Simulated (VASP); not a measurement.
Input for VASP

### KPOINTS
```
Automatic mesh
0
gamma
7 7 7
```

**INCAR**
```
SYSTEM = KI
PREC = Accurate
ENCUT = 520
EDIFF = 1E-7
NELM = 100
ALGO = Normal
LREAL = .FALSE.
LASPH = .TRUE.
ISMEAR = 0
SIGMA = 0.05
GGA = ML
ZAB_VDW = -1.8867
LUSE_VDW = .TRUE.
AGGAC = 0.0
LMAXMIX = 4
LWAVE = .FALSE.
LCHARG = .FALSE.
ISIF = 2
```

POSCAR:
```
KI
1
    0.0000000000     3.5495277904     3.5495277904
    3.5495277904     0.0000000000     3.5495277904
    3.5495277904     3.5495277904     0.0000000000
K I
1 1
Direct
  0.0000000000   0.0000000000   0.0000000000
  0.5000000000   0.5000000000   0.5000000000
```

POTCAR, in this order: K_sv I (PBE.64 set). Program: vasp_std.

Problem. Write an equivalent input for Quantum ESPRESSO's pw.x.

Solution. One equivalent input (not run):
```
&CONTROL
  calculation = 'scf'
  pseudo_dir = './pseudo'
  outdir = './out'
  tprnfor = .true.
  tstress = .true.
/
&SYSTEM
  ibrav = 0
  nat = 2
  ntyp = 2
  ecutwfc = 74
  occupations = 'smearing'
  smearing = 'gaussian'
  degauss = 0.003675
  input_dft = 'vdw-df2'
/
&ELECTRONS
  conv_thr = 7.3e-09
  electron_maxstep = 100
/
ATOMIC_SPECIES
  K 39.098 K.upf
  I 126.904 I.upf
CELL_PARAMETERS angstrom
     0.0000000    3.5495278    3.5495278
     3.5495278    0.0000000    3.5495278
     3.5495278    3.5495278    0.0000000
ATOMIC_POSITIONS crystal
  K    0.0000000  0.0000000  0.0000000
  I    0.5000000  0.5000000  0.5000000
K_POINTS automatic
  7 7 7 0 0 0
```
Limits of the translation: the potentials are each code's own (VASP's PAW set, PseudoDojo norm-conserving files in pw.x), so ENCUT and ecutwfc are chosen apart and not converted; conv_thr bounds pw.x's estimated SCF error, while EDIFF bounds the energy change between steps.

The compound is KI in the rock salt structure. This cell is one point of a volume scan, at 0.97 of the reference volume.
